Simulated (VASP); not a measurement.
# Hf4ZrRu (P-6m2) in VASP: single point with PBE

Aim: the single point of Hf4ZrRu with PBE.

All numbers are computed with VASP 6.6.1; they aren't measurements. Logs are shortened: lines on timing, memory, paths and dates and some standing lists are left out, and cuts for length are marked.

### 1 The cell of the first run

It takes space group P-6m2 (No. 187, hexagonal). Conventional cell: a = 4.481 Å, b = 4.481 Å, c = 6.287 Å, α = 90.00°, β = 90.00°, γ = 120.00°. Zr (site symmetry -6m2) has 6 Hf at 2.59 Å as nearest neighbours. Hf (site symmetry 3m) is surrounded by 2 Hf at 2.02 to 2.25 Å. Hf (site symmetry -6m2) has 2 Hf at 2.02 Å as nearest neighbours. Hf (site symmetry -6m2) has 3 Hf at 2.59 Å and 3 Zr at 2.59 Å as nearest neighbours. Around Ru (site symmetry -6m2) lie 6 Hf at 2.82 Å and 2 Zr at 3.14 Å.

The cell was built by a generator and needn't be a form met in nature.

### 2 Single point, PBE (random cell by space group and Wyckoff sites (P-6m2, No. 187))

INCAR

```
PREC = Accurate
ENCUT = 520
EDIFF = 1E-7
ISMEAR = 0
SIGMA = 0.1
LREAL = F
LASPH = T
NELM = 100
ALGO = Fast
ISIF = 2
LWAVE = F
LCHARG = T
GGA = PE
LELF = T
LVHAR = T
NBANDS = 42
```

KPOINTS

```
regular mesh
0
Gamma
  6 6 4
```

POSCAR

```
Hf4ZrRu
1.0
    4.4807762400      0.0000000000      0.0000000000
   -2.2403881200      3.8804660500      0.0000000000
    0.0000000000      0.0000000000      6.2872484800
Zr Hf Ru
1 4 1
Direct
    0.0000000000      0.0000000000      0.0000000000
    0.6666666700      0.3333333300      0.6788792800
    0.6666666700      0.3333333300      0.3211207200
    0.6666666700      0.3333333300      0.0000000000
    0.3333333300      0.6666666700      0.0000000000
    0.0000000000      0.0000000000      0.5000000000
```

Potentials or basis: VASP PAW PBE potentials, release 64 (Zr_sv, Hf_pv, Ru_pv).

Launch:

```console
$ cat potpaw_PBE.64/Zr_sv/POTCAR potpaw_PBE.64/Hf_pv/POTCAR potpaw_PBE.64/Ru_pv/POTCAR > POTCAR
$ mpirun -np 1 vasp_std > vasp.out
```

OUTCAR:

```text
PREC = Accurate
   ENCUT = 520
   EDIFF = 1E-7
   ISMEAR = 0
   LREAL = F
   LASPH = T
   NELM = 100
   ISIF = 2
   GGA = PE

 ion  position               nearest neighbor table
   1  0.000  0.000  0.000-   4 2.59   5 2.59   5 2.59   4 2.59   4 2.59   5 2.59   6 3.14   6 3.14
                             2 3.28   3 3.28   2 3.28   3 3.28   2 3.28   3 3.28
   2  0.667  0.333  0.679-   4 2.02   3 2.25   6 2.82   6 2.82   6 2.82   5 3.28   1 3.28   5 3.28
                             1 3.28   1 3.28   5 3.28
   3  0.667  0.333  0.321-   4 2.02   2 2.25   6 2.82   6 2.82   6 2.82   5 3.28   1 3.28   5 3.28
                             1 3.28   1 3.28   5 3.28
   4  0.667  0.333  0.000-   2 2.02   3 2.02   5 2.59   1 2.59   5 2.59   1 2.59   1 2.59   5 2.59

   5  0.333  0.667  0.000-   4 2.59   1 2.59   4 2.59   1 2.59   1 2.59   4 2.59   3 3.28   2 3.28
                             3 3.28   2 3.28   3 3.28   2 3.28
   6  0.000  0.000  0.500-   2 2.82   3 2.82   2 2.82   3 2.82   2 2.82   3 2.82   1 3.14   1 3.14

  LATTYP: Found a hexagonal cell.
 ALAT       =     4.4807762400
 C/A-ratio  =     1.4031605559

  Lattice vectors:

 A1 = (   4.4807762400,   0.0000000000,   0.0000000000)
 A2 = (  -2.2403881200,   3.8804660500,   0.0000000000)
 A3 = (   0.0000000000,   0.0000000000,   6.2872484800)

Analysis of symmetry for initial positions (statically):
=====================================================================
 Subroutine PRICEL returns:
 Original cell was already a primitive cell.

 Routine SETGRP: Setting up the symmetry group for a
 hexagonal supercell.

 Subroutine GETGRP returns: Found 12 space group operations
 (whereof 12 operations were pure point group operations)
 out of a pool of 24 trial point group operations.

The static configuration has the point symmetry D_3h.

Analysis of symmetry for dynamics (positions and initial velocities):
=====================================================================
 Subroutine PRICEL returns:
 Original cell was already a primitive cell.

 Routine SETGRP: Setting up the symmetry group for a
 hexagonal supercell.

 Subroutine GETGRP returns: Found 12 space group operations
 (whereof 12 operations were pure point group operations)
 out of a pool of 24 trial point group operations.

The dynamic configuration has the point symmetry D_3h.

 Subroutine INISYM returns: Found 12 space group operations
 (whereof 12 operations are pure point group operations),
 and found     1 'primitive' translations

----------------------------------------------------------------------------------------

                                     Primitive cell

  volume of cell :     109.3195
[... 101 lines left out ...]
   POTIM  = 0.5000    time-step for ionic-motion
   TEBEG  =    0.0;   TEEND  =   0.0 temperature during run
   PSTRESS=    0.0 pullay stress
   NELECT =      66.0000    total number of electrons
   NUPDOWN=      -1.0000    fix difference up-down
   EMIN   =  10.00;   EMAX   =-10.00  energy-range for DOS
   EFERMI =   0.00;   METHOD = LEGACY
   ISMEAR =     0;   SIGMA  =   0.10  broadening in eV -4-tet -1-fermi 0-gaus
   EFERMI_NEDOS =   21; number of points for ismear=-14 and -15
   IALGO  =     68    algorithm
   IMIX   =      4    mixing-type and parameters
     AMIX     =   0.40;   BMIX     =  1.00
     AMIX_MAG =   1.60;   BMIX_MAG =  1.00
  volume/ion in A,a.u.               =      18.22       122.95
  Fermi-wavevector in a.u.,A,eV,Ry     =   1.383641  2.614703 26.047858  1.914464
  Thomas-Fermi vector in A             =   2.508220
   LORBIT       =      0    0 simple, 1 ext, 2 COOP (PROOUT), +10 PAW based schemes
   GGA     = PE    functional components
   LHFCALC =     F    Hartree Fock is set to
   AEXX    =    0.0000 exact exchange contribution
   IVDW    =     0    specifies the selected vdW correction
   LEPSILON=     F    determine dielectric tensor
   LRPA    =     F    only Hartree local field effects (RPA)
 non-spin polarized calculation
 RMM-DIIS sequential band-by-band and
 Gauss-broadening in eV      SIGMA  =   0.10
  energy-cutoff  :      520.00
  volume of cell :      109.32
 maximum number of plane-waves:      2975
 NGX is ok and might be reduce to    36
   NGX = 17   NGY = 17   NGZ = 23

 number of electron      65.9999993 magnetization

 Free energy of the ion-electron system (eV)
  ---------------------------------------------------
  ext. energy  EPLUGINS =         0.00000000
  ---------------------------------------------------
  free energy    TOTEN  =       -41.81844876 eV

  energy without entropy =      -41.78872952  energy(sigma->0) =      -41.80358914

 E-fermi :   6.8302     XC(G=0): -11.9423

 val. band max:        6.8214270157   @ k =   0.3333   0.3333   0.0000
 cond. band min:       6.8327190139   @ k =   0.3333   0.0000   0.2500
 fundamental gap:      0.0112919982
 Fermi energy:         6.8302276338

 k-point     1 :       0.0000    0.0000    0.0000
  band No.  band energies     occupation
      1     -41.0208      2.00000
      2     -34.9247      2.00000
      3     -34.9057      2.00000
      4     -34.9057      2.00000
      5     -26.9556      2.00000
      6     -25.4015      2.00000
[... 934 lines left out ...]
     41      10.0218      0.00000
     42      10.1054      0.00000

------------------------ aborting loop because EDIFF is reached ----------------------------------------

  FORCE on cell =-STRESS in cart. coord.  units (eV):
  Direction    XX          YY          ZZ          XY          YZ          ZX
  --------------------------------------------------------------------------------------
  -------------------------------------------------------------------------------------
  Total       23.6086344     23.6086343     72.7853857      0.0000000     -0.0000000     -0.0000000
  in kB      346.0060392    346.0060387   1066.7361202      0.0000000     -0.0000000     -0.0000000
  external PRESSURE =     586.2493994 kB  Pullay stress =       0.0000000 kB

 VOLUME and BASIS-vectors are now :
 -----------------------------------------------------------------------------
  energy-cutoff  :      520.00
  volume of cell :      109.32
      direct lattice vectors                 reciprocal lattice vectors
     4.480776240  0.000000000  0.000000000     0.223175617  0.128850502  0.000000000
    -2.240388120  3.880466050  0.000000000     0.000000000  0.257701005  0.000000000
     0.000000000  0.000000000  6.287248480     0.000000000  0.000000000  0.159052088

 POSITION                                       TOTAL-FORCE (eV/Angst)
 -----------------------------------------------------------------------------------
      0.00000      0.00000      0.00000         0.000000     -0.000000      0.000000
      2.24039      1.29349      4.26828        -0.000000      0.000000     -7.924826
      2.24039      1.29349      2.01897        -0.000000      0.000000      7.924826
      2.24039      1.29349      0.00000         0.000000     -0.000000      0.000000
     -0.00000      2.58698      0.00000         0.000000     -0.000000      0.000000
      0.00000      0.00000      3.14362         0.000000     -0.000000      0.000000
 -----------------------------------------------------------------------------------
    total drift:                               -0.000022      0.000013      0.000000

  FREE ENERGIE OF THE ION-ELECTRON SYSTEM (eV)
  ---------------------------------------------------
  free  energy   TOTEN  =       -41.8184487590 eV

  energy  without entropy=      -41.7887295237  energy(sigma->0) =      -41.80358914
```

OSZICAR:

```text
N       E                     dE             d eps       ncg     rms          rms(c)
DAV:   1     0.527469902188E+03    0.52747E+03   -0.38058E+04  1764   0.160E+03
DAV:   2    -0.141251760969E+02   -0.54160E+03   -0.52244E+03  1950   0.452E+02
DAV:   3    -0.463533075474E+02   -0.32228E+02   -0.30619E+02  2832   0.801E+01
[... 25 lines left out ...]
RMM:  29    -0.418184479466E+02   -0.40901E-06   -0.40860E-06  1304   0.334E-03    0.434E-04
RMM:  30    -0.418184481845E+02   -0.23791E-06   -0.24287E-06  1117   0.278E-03    0.637E-04
RMM:  31    -0.418184484007E+02   -0.21619E-06   -0.21825E-06  1088   0.250E-03    0.708E-04
RMM:  32    -0.418184485519E+02   -0.15117E-06   -0.14778E-06  1198   0.237E-03    0.515E-04
RMM:  33    -0.418184486730E+02   -0.12111E-06   -0.12489E-06   912   0.195E-03    0.653E-04
RMM:  34    -0.418184487590E+02   -0.86015E-07   -0.79930E-07  1034   0.190E-03
   1 F= -.41818449E+02 E0= -.41803589E+02  d E =-.297192E-01
```

Run time: 5.9 min. Hardware: 1 thread of AMD EPYC 7R13 (Zen 3), shared host; peak memory 0.26 GiB.

Results:

```yaml
Free_energy: -41.8184 eV
Pressure: 58.6 GPa
Largest_force: 7.925 eV/Å
Band_gap_on_the_k_mesh: none (metal or under the smearing width)
```

Forces on the atoms (eV/Å):
```
Zr   0.000  0.000  0.000
Hf   0.000  0.000 -7.925
Hf   0.000  0.000  7.925
Hf   0.000  0.000  0.000
Hf   0.000  0.000  0.000
Ru   0.000  0.000  0.000
```

Caveat: a pressure of tens of GPa on the cell as given is suspect, and the run, the potentials or the cell itself is likely at fault; forces of over 1 eV/Å show positions far from the minimum, so gaps and moduli don't describe the material at rest. Spin-orbit coupling is left out, which matters for the levels of Hf.
